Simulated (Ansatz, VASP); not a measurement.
# CaMgCl2 in two plane-wave programs, part 3 of 3

Aim: how closely do two programs agree when they are given the same cell, functional and k mesh? The cell is generated by rule, not measured, and may not be a known phase. The cell is taken from a series of runs on this material, whose earlier steps may have relaxed, scaled, displaced or heated it; both programs get it as it stands.

VASP 6.6.1 and Ansatz 0.2.0.

So far: Set-up; Ansatz: zone-centre phonons, PBEsol; VASP: zone-centre phonons, PBEsol.

## 3. VASP: zone-centre phonons, PBEsol (continued)

Level of this step: PBEsol; plane waves and PAW (Mg, Ca_sv, Cl); invented cell (VASP).

Numbers of over 12 decimals in the logs are rounded to 6 here.

OUTCAR, selected parts (step 3):

```text
ion  position               nearest neighbor table
   1  0.000  0.500  0.167-   4 2.73   4 2.73   4 2.73   4 2.73
   2  0.500  0.000  0.840-   3 2.79   3 2.79   3 2.79   3 2.79
   3  0.000  0.500  0.673-   2 2.79   2 2.79   2 2.79   2 2.79
   4  0.500  0.000  0.320-   1 2.73   1 2.73   1 2.73   1 2.73

  LATTYP: Found a simple tetragonal cell.
 ALAT       =     3.4388952826
 C/A-ratio  =     2.3737783822

 Subroutine GETGRP returns: Found  8 space group operations
 (whereof  4 operations were pure point group operations)

The static configuration has the point symmetry C_2v.
 The point group associated with its full space group is C_4v.

 Found    112 irreducible k-points:

   k-points           NKPTS =    112   k-points in BZ     NKDIM =    112   number of bands    NBANDS=     19

   dimension x,y,z NGX =    28 NGY =   28 NGZ =   70
   dimension x,y,z NGXF=    56 NGYF=   56 NGZF=  140

   ENCUT  =  600.0 eV  44.10 Ry    6.64 a.u.   6.87  6.87 16.30*2*pi/ulx,y,z

   NELECT =      26.0000    total number of electrons

 k-points in reciprocal lattice and weights: Automatic mesh
   0.00000000  0.00000000  0.00000000       0.001
   0.08333333  0.00000000  0.00000000       0.005
   0.16666667  0.00000000  0.00000000       0.005
   0.25000000  0.00000000  0.00000000       0.005
   0.33333333  0.00000000  0.00000000       0.005
   0.41666667  0.00000000  0.00000000       0.005
   0.50000000  0.00000000  0.00000000       0.002
   0.08333333  0.08333333  0.00000000       0.005
   0.16666667  0.08333333  0.00000000       0.009
[...]
0.50000000  0.41666667  0.50000000       0.005
   0.50000000  0.50000000  0.50000000       0.001

 average (electrostatic) potential at core
       1 -38.3328       2 -46.6020       3 -93.4793       4 -93.1346

  Total        0.0316181      0.0316181      0.0486910      0.0000000      0.0000000      0.0000000
  in kB        0.5247455      0.5247455      0.8080949      0.0000000      0.0000000      0.0000000
  external PRESSURE =       0.6191953 kB  Pullay stress =       0.0000000 kB

  energy-cutoff  :      600.00
  volume of cell :       96.54
      direct lattice vectors                 reciprocal lattice vectors
     3.438895283  0.000000000  0.000000000     0.290791059  0.000000000  0.000000000
     0.000000000  3.438895283  0.000000000     0.000000000  0.290791059  0.000000000
     0.000000000  0.000000000  8.163175280     0.000000000  0.000000000  0.122501351

 POSITION                                       TOTAL-FORCE (eV/Angst)
 -----------------------------------------------------------------------------------
      0.00000      1.71945      1.36667         0.000000      0.000000      0.001594
      1.71945      0.00000      6.85693         0.000000      0.000000      0.028576
      0.00000      1.71945      5.48996         0.000000      0.000000     -0.029630
      1.71945      0.00000      2.61278         0.000000      0.000000     -0.000541
 -----------------------------------------------------------------------------------
    total drift:                                0.000000      0.000000      0.000725

 Eigenvectors and eigenvalues of the dynamical matrix
 ----------------------------------------------------

   1 f  =    8.286337 THz    52.064589 2PiTHz  276.402440 cm-1    34.269520 meV
             X         Y         Z           dx          dy          dz
      0.000000  1.719448  1.366675     0.000000    0.000000    0.722621
      1.719448  0.000000  6.856935    -0.000000   -0.000000   -0.453228
      0.000000  1.719448  5.489960     0.000000    0.000000    0.306339
      1.719448  0.000000  2.612781    -0.000000   -0.000000   -0.422562

   2 f  =    5.934612 THz    37.288264 2PiTHz  197.957332 cm-1    24.543570 meV
             X         Y         Z           dx          dy          dz
      0.000000  1.719448  1.366675     0.000000    0.000000   -0.478059
      1.719448  0.000000  6.856935    -0.000000   -0.000000   -0.485501
      0.000000  1.719448  5.489960     0.000000    0.000000    0.700799
      1.719448  0.000000  2.612781    -0.000000   -0.000000    0.211257

   3 f  =    5.440271 THz    34.182228 2PiTHz  181.467892 cm-1    22.499141 meV
             X         Y         Z           dx          dy          dz
      0.000000  1.719448  1.366675     0.052026    0.085751   -0.000000
      1.719448  0.000000  6.856935    -0.368147   -0.606798   -0.000000
      0.000000  1.719448  5.489960     0.361428    0.595723    0.000000
      1.719448  0.000000  2.612781    -0.013615   -0.022441    0.000000

   4 f  =    5.440271 THz    34.182228 2PiTHz  181.467892 cm-1    22.499141 meV
             X         Y         Z           dx          dy          dz
      0.000000  1.719448  1.366675     0.085751   -0.052026    0.000000
      1.719448  0.000000  6.856935    -0.606798    0.368147   -0.000000
      0.000000  1.719448  5.489960     0.595723   -0.361428   -0.000000
      1.719448  0.000000  2.612781    -0.022441    0.013615    0.000000

   5 f  =    3.522858 THz    22.134770 2PiTHz  117.509894 cm-1    14.569363 meV
             X         Y         Z           dx          dy          dz
      0.000000  1.719448  1.366675     0.000000   -0.000000   -0.264108
      1.719448  0.000000  6.856935    -0.000000   -0.000000    0.512250
      0.000000  1.719448  5.489960     0.000000   -0.000000    0.391032
      1.719448  0.000000  2.612781    -0.000000    0.000000   -0.717594

   6 f  =    2.420508 THz    15.208498 2PiTHz   80.739443 cm-1    10.010411 meV
             X         Y         Z           dx          dy          dz
      0.000000  1.719448  1.366675     0.481046   -0.721003    0.000000
      1.719448  0.000000  6.856935    -0.156235    0.234169   -0.000000
      0.000000  1.719448  5.489960    -0.228484    0.342457   -0.000000
      1.719448  0.000000  2.612781    -0.002645    0.003965    0.000000

   7 f  =    2.420508 THz    15.208498 2PiTHz   80.739443 cm-1    10.010411 meV
             X         Y         Z           dx          dy          dz
      0.000000  1.719448  1.366675     0.721003    0.481046    0.000000
      1.719448  0.000000  6.856935    -0.234169   -0.156235    0.000000
      0.000000  1.719448  5.489960    -0.342457   -0.228484    0.000000
      1.719448  0.000000  2.612781    -0.003965   -0.002645   -0.000000

   8 f  =    1.270578 THz     7.983278 2PiTHz   42.381926 cm-1     5.254687 meV
             X         Y         Z           dx          dy          dz
      0.000000  1.719448  1.366675    -0.151352   -0.195888   -0.000000
      1.719448  0.000000  6.856935    -0.215097   -0.278389    0.000000
      0.000000  1.719448  5.489960    -0.177623   -0.229889   -0.000000
      1.719448  0.000000  2.612781     0.522586    0.676357   -0.000000

   9 f  =    1.270578 THz     7.983278 2PiTHz   42.381926 cm-1     5.254687 meV
             X         Y         Z           dx          dy          dz
      0.000000  1.719448  1.366675     0.195888   -0.151352    0.000000
      1.719448  0.000000  6.856935     0.278389   -0.215097   -0.000000
      0.000000  1.719448  5.489960     0.229889   -0.177623   -0.000000
      1.719448  0.000000  2.612781    -0.676357    0.522586    0.000000

  10 f/i=    0.001407 THz     0.008839 2PiTHz    0.046922 cm-1     0.005818 meV
             X         Y         Z           dx          dy          dz
      0.000000  1.719448  1.366675     0.000000   -0.000000   -0.423704
      1.719448  0.000000  6.856935    -0.000000   -0.000000   -0.544494
      0.000000  1.719448  5.489960     0.000000   -0.000000   -0.511987
      1.719448  0.000000  2.612781    -0.000000   -0.000000   -0.511733

  11 f/i=    0.010322 THz     0.064854 2PiTHz    0.344298 cm-1     0.042687 meV
             X         Y         Z           dx          dy          dz
      0.000000  1.719448  1.366675     0.372854    0.195930   -0.000000
      1.719448  0.000000  6.856935     0.479372    0.251904    0.000000
      0.000000  1.719448  5.489960     0.451900    0.237468    0.000000
      1.719448  0.000000  2.612781     0.458894    0.241143   -0.000000

  12 f/i=    0.010322 THz     0.064854 2PiTHz    0.344298 cm-1     0.042687 meV
             X         Y         Z           dx          dy          dz
      0.000000  1.719448  1.366675    -0.195930    0.372854   -0.000000
      1.719448  0.000000  6.856935    -0.251904    0.479372   -0.000000
      0.000000  1.719448  5.489960    -0.237468    0.451900   -0.000000
      1.719448  0.000000  2.612781    -0.241143    0.458894   -0.000000

 ELASTIC MODULI CONTR FROM IONIC RELAXATION (kBar)
 Direction    XX          YY          ZZ          XY          YZ          ZX
 --------------------------------------------------------------------------------
 XX         -65.4007    -65.4007   -108.3719      0.0000      0.0000      0.0000
 YY         -65.4007    -65.4007   -108.3719      0.0000      0.0000      0.0000
 ZZ        -108.3719   -108.3719   -379.9724      0.0000     -0.0000      0.0000
 XY           0.0000      0.0000      0.0000      0.0000      0.0000      0.0000
 YZ           0.0000      0.0000     -0.0000      0.0000   -140.7710     -0.0000
 ZX           0.0000      0.0000      0.0000      0.0000     -0.0000   -113.7593
 --------------------------------------------------------------------------------
```

## 4. Comparison

Known differences besides the potentials themselves: the data sets hold 34 valence electrons in Ansatz (on norm-conserving files, of PseudoDojo where its log says so) and 26 in VASP; the cutoff is 1142.88 eV in Ansatz and 600 eV in VASP. Total energies have different zeros and are not compared.

Both answers:

| quantity | Ansatz | VASP | difference |
| --- | --- | --- | --- |
| optical mode 1 to 2 (cm⁻¹) | 47.2 | 42.4 | +4.8 |
| optical mode 3 to 4 (cm⁻¹) | 82.9 | 80.7 | +2.64 % |
| optical mode 5 (cm⁻¹) | 117.1 | 117.5 | -0.36 % |
| optical mode 6 to 7 (cm⁻¹) | 179.2 | 181.5 | -1.22 % |
| optical mode 8 (cm⁻¹) | 197.3 | 198.0 | -0.31 % |
| optical mode 9 (cm⁻¹) | 276.1 | 276.4 | -0.11 % |

Modes are paired by rising frequency, not by their patterns, so a pair may set unlike modes beside each other; they are those without the splitting of longitudinal modes.

## 5. What came out

| Item | Value |
| --- | --- |
| r.m.s. difference of the optical zone-centre modes, each program's sorted by frequency (zone-centre phonons, PBEsol) | 2.7 cm⁻¹ |
| difference in optical mode 3 to 4 (zone-centre phonons, PBEsol) | +2.6 % |

In words: The r.m.s. difference of the optical zone-centre modes, each program's sorted by frequency is 2.7 cm⁻¹ (zone-centre phonons, PBEsol). The data sets hold unlike numbers of valence electrons (34 in Ansatz and 26 in VASP), so part of the differences comes from the potentials. Among the rows given in per cent, the largest difference of the zone-centre phonons, PBEsol pair is in optical mode 3 to 4, +2.6 %. How closely two codes agree says nothing of how well the functional describes the real material.

[Lines on the potential files, build, host, timing and source positions are cut from VASP's logs without a mark.]

[Logs are printed without paths, hosts, clocks, repeated set-up lines and the standing remarks that a program may print on its own settings, such as how far it seeks lower states.]

[Hosts, paths, dates, database ids (printed as entryN), source tags and the programs' standing remarks are cut or masked in the printed files.]
